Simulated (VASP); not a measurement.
Data:

```
CELL_PARAMETERS angstrom
      0.00000     2.42080     2.42080
      2.42080     0.00000     2.42080
      2.42080     2.42080     0.00000
ATOMIC_POSITIONS crystal
  Y  0.00000 0.00000 0.00000
  N  0.50000 0.50000 0.50000
```

Method: SCAN meta-GGA, VASP's PBE PAW potentials (set 64) (plane waves; VASP). Settings: 520 eV cut-off, 9×9×9 Γ-centred mesh, Gaussian smearing of 0.050 eV, potentials Y_sv N.

**Question.** Give the stress tensor in GPa (positive for a compressed cell).

**Answer.** 
```
5.58  0.00  0.00
0.00  5.58  0.00
0.00  0.00  5.58
```
The pressure is its mean diagonal, 5.58 GPa.

The compound is YN in the rock salt structure. This cell is one point of a volume scan, at 0.97 of the reference volume.
